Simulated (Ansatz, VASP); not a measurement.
## Ba2SrN2 in VASP and in Ansatz

```
CELL_PARAMETERS angstrom
-2.28115 2.28115 6.81388
2.28115 -2.28115 6.81388
2.28115 2.28115 -6.81388
ATOMIC_POSITIONS crystal
Ba 0.25000 0.75000 0.50000
Ba 0.75000 0.25000 0.50000
Sr 0.00000 0.00000 0.00000
N 0.64670 0.64670 0.00000
N 0.35330 0.35330 0.00000
```

Alike in both runs: functional PBE; k mesh 6 × 6 × 6; occupations gaussian, width 0.1 eV; no spin polarisation.

Ansatz relaxed the structure, and its values are those at the end. VASP's run is a single point on that final structure, the one shown.

|  | VASP | Ansatz |
| --- | --- | --- |
| version | VASP 6.6.1 | Ansatz 0.2.0 |
| potentials or method | VASP PAW PBE potentials, release 64 (Ba_sv, Sr_sv, N) | scalar-relativistic, plane waves, PAW |
| plane-wave cutoff (eV) | 520 | 420 |
| valence electrons in the cell | 40 | 40 |

Ansatz gave:

| Property | Result |
| --- | --- |
| gap on the k mesh at the Fermi level (eV) | none |
| pressure (GPa) | 0.1 |
| rms of the force components (eV/Å) | 0.003 |

What did VASP give for the same quantities?

gap on the k mesh at the Fermi level (eV): none; pressure (GPa): 1.7; rms of the force components (eV/Å): 0.073.

A gap of «none» marks a metal or a gap that the smearing closes.

The runs have no spin-orbit coupling, so splittings on Ba are missing.
